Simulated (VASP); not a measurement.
# Y3Ti: the relaxed cell at several levels

Aim: relax Y3Ti with several functionals and dispersion schemes, and compare the cells. The levels: PBE, LDA, PBEsol, r2SCAN, PBE + D3(BJ), BLYP + D4 and TPSS + D4. The cell is invented: it takes the structure of a Materials Project entry for Tb3Zr (space group 139 there), with all of its atoms replaced by other elements, volume scaled by an estimate. It may not be a known or stable phase.

Program: VASP 6.6.1. Level of theory: PBE; plane waves and PAW (Y_sv, Ti_sv), in the first sound run; inputs show where later runs differ. Results are calculated unless marked as measured.

### Step 1. The starting structure

Before any relaxation, the start is as follows. Symmetry: I4/mmm, No. 139, tetragonal system. Conventional cell: a = 4.848 Å, b = 4.848 Å, c = 9.651 Å, α = 90.00°, β = 90.00°, γ = 90.00°. Nearest to Y lie 8 Y at 3.42 to 3.43 Å and 4 Ti at 3.42 Å. Y has 8 Y at 3.42 Å and 4 Ti at 3.43 Å nearest. Nearest to Ti lie 12 Y at 3.42 to 3.43 Å. It derives from Tb3Zr. it takes the structure of a Materials Project entry for Tb3Zr (space group 139 there), with all of its atoms replaced by other elements, volume scaled by an estimate. Farther neighbours are not listed.

### Step 2. Relaxation with PBE

The start need not lie at this functional's minimum. ISIF = 3 frees volume, shape and positions, and EDIFFG sets the threshold on forces and stress at which the search stops. PBE, the usual starting point, adds the gradient of the density.

INCAR

```
SYSTEM = Y3Ti
PREC = Accurate
ENCUT = 520
EDIFF = 1E-06
NELM = 100
ISMEAR = -1
SIGMA = 0.05
LREAL = .FALSE.
ALGO = Normal
GGA = PE
LORBIT = 11
LWAVE = .FALSE.
LCHARG = .FALSE.
KPAR = 2
IBRION = 2
NSW = 60
ISIF = 3
EDIFFG = -0.01
```

POSCAR

```
Y3Ti
1.0
   -2.4239180000      2.4239180000      4.8257120000
    2.4239180000     -2.4239180000      4.8257120000
    2.4239180000      2.4239180000     -4.8257120000
Y Ti
3 1
Direct
    0.7500000000      0.2500000000      0.5000000000
    0.2500000000      0.7500000000      0.5000000000
    0.5000000000      0.5000000000      0.0000000000
    0.0000000000      0.0000000000      0.0000000000
```

KPOINTS

```
Automatic mesh
0
Gamma
7 7 7
0 0 0
```

Potentials, in the order of the species: Y_sv and Ti_sv (PBE family, release 64).

The run is started by

```sh
$ mpirun -np 2 vasp_std
```

What it wrote:

```text
[banner, memory and clock lines left out]
running    2 mpi-ranks, on    1 nodes
 distrk:  each k-point on    1 cores,    2 groups
 distr:  one band on    1 cores,    1 groups

 POSCAR found type information on POSCAR Y Ti
 POSCAR found :  2 types and       4 ions
 LDA part: xc-table for (Slater+PW92), standard interpolation
 POSCAR, INCAR and KPOINTS ok, starting setup
 FFT: planning ... GRIDC
 FFT: planning ... GRID_SOFT
 FFT: planning ... GRID
 WAVECAR not read
 entering main loop
       N       E                     dE             d eps       ncg     rms          rms(c)
DAV:   1     0.354771506837E+03    0.35477E+03   -0.22206E+04  2160   0.164E+03
DAV:   2     0.116321935865E+02   -0.34314E+03   -0.33830E+03  2239   0.453E+02
DAV:   3    -0.252065221676E+02   -0.36839E+02   -0.35669E+02  3618   0.102E+02
DAV:   4    -0.285871816339E+02   -0.33807E+01   -0.32906E+01  3192   0.267E+01
DAV:   5    -0.287706524627E+02   -0.18347E+00   -0.18092E+00  3231   0.551E+00    0.475E+01
DAV:   6    -0.336834202216E+02   -0.49128E+01   -0.80624E+01  2792   0.269E+01    0.305E+01
DAV:   7    -0.299385022474E+02    0.37449E+01   -0.23581E+02  2959   0.431E+01    0.310E+01
DAV:   8    -0.293841127996E+02    0.55439E+00   -0.61719E+00  2985   0.903E+00    0.150E+01
DAV:   9    -0.274587067242E+02    0.19254E+01   -0.19925E+00  2798   0.595E+00    0.104E+01
DAV:  10    -0.265803571157E+02    0.87835E+00   -0.14870E+00  3269   0.461E+00    0.602E+00
DAV:  11    -0.264605719724E+02    0.11979E+00   -0.11420E-01  3170   0.135E+00    0.514E+00
DAV:  12    -0.263043351581E+02    0.15624E+00   -0.20275E+00  2932   0.542E+00    0.318E+00
DAV:  13    -0.262782505059E+02    0.26085E-01   -0.36709E-01  2669   0.209E+00    0.485E-01
DAV:  14    -0.262863894400E+02   -0.81389E-02   -0.88257E-02  2744   0.118E+00    0.152E+00
DAV:  15    -0.262780345770E+02    0.83549E-02   -0.65916E-02  2695   0.103E+00    0.129E-01
DAV:  16    -0.262780487463E+02   -0.14169E-04   -0.30021E-03  2686   0.270E-01    0.236E-01
DAV:  17    -0.262791760163E+02   -0.11273E-02   -0.67548E-03  2829   0.264E-01    0.459E-01
DAV:  18    -0.262784540660E+02    0.72195E-03   -0.12284E-03  2664   0.121E-01    0.278E-01
DAV:  19    -0.262780435532E+02    0.41051E-03   -0.24830E-03  2909   0.166E-01    0.543E-02
DAV:  20    -0.262780476202E+02   -0.40670E-05   -0.56073E-05  2578   0.263E-02    0.471E-02
DAV:  21    -0.262780485729E+02   -0.95275E-06   -0.28971E-06  2144   0.737E-03
   1 F= -.26278049E+02 E0= -.26250062E+02  d E =-.262780E+02
 curvature:   0.00 expect dE= 0.000E+00 dE for cont linesearch  0.000E+00
 trial: gam= 0.00000 g(F)=  0.559E-50 g(S)=  0.731E-02 ort = 0.000E+00 (trialstep = 0.100E+01)
 search vector abs. value=  0.731E-02
 bond charge predicted
       N       E                     dE             d eps       ncg     rms          rms(c)
DAV:   1    -0.264252055900E+02   -0.14716E+00   -0.27026E+00  2830   0.122E+01    0.344E+00
DAV:   2    -0.269710810113E+02   -0.54588E+00   -0.69691E+00  2793   0.905E+00    0.111E+01
DAV:   3    -0.262803542620E+02    0.69073E+00   -0.59301E+00  2751   0.695E+00    0.141E+00
DAV:   4    -0.262794945187E+02    0.85974E-03   -0.30666E-01  3145   0.207E+00    0.778E-01
DAV:   5    -0.262797485178E+02   -0.25400E-03   -0.21137E-02  2766   0.580E-01    0.587E-01
DAV:   6    -0.262807224932E+02   -0.97398E-03   -0.34604E-03  3093   0.200E-01    0.299E-01
DAV:   7    -0.262820737426E+02   -0.13512E-02   -0.40483E-03  2776   0.226E-01    0.892E-02
DAV:   8    -0.262824121130E+02   -0.33837E-03   -0.50000E-04  3127   0.932E-02    0.467E-02
DAV:   9    -0.262825033627E+02   -0.91250E-04   -0.14497E-04  2733   0.433E-02    0.158E-02
DAV:  10    -0.262825171788E+02   -0.13816E-04   -0.23523E-05  2736   0.220E-02    0.583E-03
DAV:  11    -0.262825196997E+02   -0.25209E-05   -0.58841E-06  2328   0.878E-03    0.213E-03
DAV:  12    -0.262825202702E+02   -0.57047E-06   -0.49955E-07  1332   0.452E-03
   2 F= -.26282520E+02 E0= -.26255569E+02  d E =-.447170E-02
[...]
3 F= -.26282520E+02 E0= -.26255587E+02  d E =-.447097E-02
[...]
4 F= -.26282561E+02 E0= -.26255637E+02  d E =-.410741E-04
 ZBRENT: can't locate minimum, use default step
 trial-energy change:   -0.000041  1 .order   -0.000040   -0.000044   -0.000036
 step:   4.0143(harm=  5.7975)  dis= 0.00000  next Energy=   -26.282647 (dE=-0.127E-03)
 bond charge predicted
       N       E                     dE             d eps       ncg     rms          rms(c)
DAV:   1    -0.262834076590E+02   -0.84724E-03   -0.64879E-02  2166   0.204E+00    0.212E-01
DAV:   2    -0.262828573430E+02    0.55032E-03   -0.20959E-03  2293   0.297E-01    0.111E-01
DAV:   3    -0.262828048071E+02    0.52536E-04   -0.22049E-03  2799   0.223E-01    0.162E-01
DAV:   4    -0.262826098142E+02    0.19499E-03   -0.14997E-03  2721   0.136E-01    0.415E-02
DAV:   5    -0.262826074536E+02    0.23605E-05   -0.61342E-05  2407   0.415E-02    0.218E-02
DAV:   6    -0.262826072491E+02    0.20451E-06   -0.62184E-06  2644   0.179E-02
   5 F= -.26282607E+02 E0= -.26255706E+02  d E =-.877019E-04
 curvature:  -2.43 expect dE=-0.876E-05 dE for cont linesearch -0.675E-06
 trial: gam=-0.07222 g(F)=  0.165E-50 g(S)=  0.360E-05 ort = 0.344E-05 (trialstep = 0.161E+01)
 search vector abs. value=  0.333E-05
 reached required accuracy - stopping structural energy minimisation
```

Run time: 7.5 min. Hardware: 2 MPI ranks of AMD EPYC 7R43, shared host; peak memory 0.8 GiB.

The logs omit lines about the potential files and the build; timing stands in the text.

From OUTCAR (step 2):

```text
ion  position               nearest neighbor table
   1  0.750  0.250  0.500-   3 3.42   4 3.42   3 3.42   4 3.42   3 3.42   4 3.42   3 3.42   4 3.42
                             2 3.43   2 3.43   2 3.43   2 3.43
   2  0.250  0.750  0.500-   4 3.42   3 3.42   3 3.42   4 3.42   3 3.42   4 3.42   4 3.42   3 3.42
                             1 3.43   1 3.43   1 3.43   1 3.43
   3  0.500  0.500  0.000-   2 3.42   1 3.42   1 3.42   2 3.42   1 3.42   2 3.42   2 3.42   1 3.42
                             4 3.43   4 3.43   4 3.43   4 3.43
   4  0.000  0.000  0.000-   1 3.42   2 3.42   1 3.42   2 3.42   1 3.42   2 3.42   1 3.42   2 3.42
                             3 3.43   3 3.43   3 3.43   3 3.43

  LATTYP: Found a body centered tetragonal cell.
 ALAT       =     4.8478360000
 C/A-ratio  =     1.9908726285

 Subroutine GETGRP returns: Found 16 space group operations
 (whereof 16 operations were pure point group operations)

The static configuration has the point symmetry D_4h.

 Found     40 irreducible k-points:

   k-points           NKPTS =     40   k-points in BZ     NKDIM =     40   number of bands    NBANDS=     27

   dimension x,y,z NGX =    48 NGY =   48 NGZ =   48
   dimension x,y,z NGXF=    96 NGYF=   96 NGZF=   96

   ENCUT  =  520.0 eV  38.22 Ry    6.18 a.u.  11.01 11.01 11.01*2*pi/ulx,y,z

   NELECT =      45.0000    total number of electrons

 k-points in reciprocal lattice and weights: Automatic mesh
   0.00000000  0.00000000  0.00000000       0.003
   0.14285714  0.00000000  0.00000000       0.023
   0.28571429  0.00000000 -0.00000000       0.023
   0.42857143  0.00000000 -0.00000000       0.023
   0.14285714  0.14285714  0.00000000       0.023
   0.28571429  0.14285714  0.00000000       0.047
   0.42857143  0.14285714  0.00000000       0.047
  -0.42857143  0.14285714  0.00000000       0.047
  -0.28571429  0.14285714  0.00000000       0.047
[...]
-0.42857143  0.42857143  0.42857143       0.012
  -0.42857143 -0.42857143  0.42857143       0.006

 average (electrostatic) potential at core
       1 -36.4276       2 -36.4276       3 -36.4427       4 -77.2225

 E-fermi :   3.9847

 k-point     1 :       0.0000    0.0000    0.0000
  band No.  band energies     occupation
    ...
     17      -0.9988      2.00000
     18       2.0786      2.00000
     19       2.9243      2.00000
     20       2.9264      2.00000
     21       3.2610      2.00000
     22       4.0794      0.26132
     23       4.0794      0.26131
     24       4.0840      0.24110
     25       4.0840      0.24110
     26       5.3506      0.00000
    ...

 k-point     2 :       0.1429    0.0000    0.0000
  band No.  band energies     occupation
    ...
     19       2.9668      2.00000
     20       3.0457      2.00000
     21       3.2700      2.00000
     22       3.6712      1.99622
     23       3.8328      1.90845
     24       4.1690      0.04892
     25       4.3604      0.00109
     26       5.2565      0.00000
     27       5.5031      0.00000

 k-point     3 :       0.2857    0.0000   -0.0000
  band No.  band energies     occupation
    ...
     19       2.7421      2.00000
     20       3.2996      2.00000
     21       3.3757      1.99999
     22       3.4138      1.99998
     23       3.7483      1.98244
     24       4.2298      0.01476
     25       4.4436      0.00021
     26       4.8362      0.00000
     27       4.9677      0.00000

  Total       -0.0076646     -0.0076646     -0.0134581      0.0000000      0.0000000     -0.0000000
  in kB       -0.1100871     -0.1100871     -0.1933001      0.0000000      0.0000000     -0.0000000
  external PRESSURE =      -0.1378248 kB  Pullay stress =       0.0000000 kB

  energy-cutoff  :      520.00
  volume of cell :      111.55
      direct lattice vectors                 reciprocal lattice vectors
    -2.414199592  2.414199592  4.784724270     0.000000000  0.207107980  0.104499230
     2.414199592 -2.414199592  4.784724270     0.207107980  0.000000000  0.104499230
     2.414199592  2.414199592 -4.784724270     0.207107980  0.207107980  0.000000000

 POSITION                                       TOTAL-FORCE (eV/Angst)
 -----------------------------------------------------------------------------------
      0.00000      2.41420      2.39236         0.000000      0.000000      0.000000
      2.41420      0.00000      2.39236        -0.000000     -0.000000     -0.000000
      0.00000      0.00000      4.78472         0.000000      0.000000      0.000000
      0.00000      0.00000      0.00000         0.000000      0.000000      0.000000
 -----------------------------------------------------------------------------------
    total drift:                                0.000000     -0.000000      0.000000

  FREE ENERGIE OF THE ION-ELECTRON SYSTEM (eV)
  ---------------------------------------------------
  free  energy   TOTEN  =       -26.2826072491 eV

  energy  without entropy=      -26.2288053241  energy(sigma->0) =      -26.25570629

 reached required accuracy - stopping structural energy minimisation

 total charge
# of ion       s       p       d       f       tot
--------------------------------------------------
    1        2.288   6.240   1.030   0.011   9.570
    2        2.288   6.240   1.030   0.011   9.570
    3        2.291   6.238   1.033   0.011   9.574
    4        2.217   6.044   1.806   0.000  10.068
--------------------------------------------------
tot          9.084  24.764   4.901   0.033  38.781

[... 3 further parts left out ...]
```

This run has no spin polarisation. Its electron count is odd, so without a moment it is a metal by construction. The k-mesh is coarse for a metal. The run keeps the 16 symmetry operations of its start, so it cannot find a distortion of lower symmetry.

The steps of the relaxation:

```tsv
step	energy less that of the first step (eV)	largest force (eV/Å)	pressure (GPa)	volume (Å³)
1	0.0000	0.0000	-0.63	113.41
2	-0.0045	0.0000	-0.01	111.58
3	-0.0045	0.0000	-0.02	111.55
4	-0.0045	0.0000	0.00	111.55
5	-0.0046	0.0000	-0.01	111.55
```

```tsv
conventional cell, symmetrised	before	after	change
a (Å)	4.848	4.828	-0.4 %
b (Å)	4.848	4.828	-0.4 %
c (Å)	9.651	9.569	-0.8 %
volume (Å³/atom)	28.35	27.89	-1.6 %
```

The relaxed structure:

```
Y Ti
1.0
    -2.41420    2.41420    4.78472
     2.41420   -2.41420    4.78472
     2.41420    2.41420   -4.78472
Y Ti
3 1
Direct
  0.75000 0.25000 0.50000
  0.25000 0.75000 0.50000
  0.50000 0.50000 0.00000
  0.00000 0.00000 0.00000
```

Numbers from this step:

```yaml
electrons: 45
bands: 27
irreducible_k_points: 40
symmetry_operations: 16
free_energy_toten: -26.28 eV
energy_at_zero_smearing: -26.26 eV
fermi_energy: 3.985 eV
pressure: -0.01378 GPa
metallic: yes
scf_cycles_over_all_ionic_steps: 49
```

It ends with forces that vanish by symmetry and a pressure of -0.01 GPa. The conventional cell has a = 4.828 and c = 9.569 Å.

[end of part 1 of 3]

[Lines on the potential files, build, host, timing and source positions are cut from VASP's logs without a mark.]

[Logs are printed without paths, hosts, clocks, repeated set-up lines and the standing remarks that a program may print on its own settings, such as how far it seeks lower states.]

[Hosts, paths, dates, database ids (printed as entryN), source tags and the programs' standing remarks are cut or masked in the printed files.]

[A measured line is paired with the nearest computed mode of its activity, which favours agreement.]
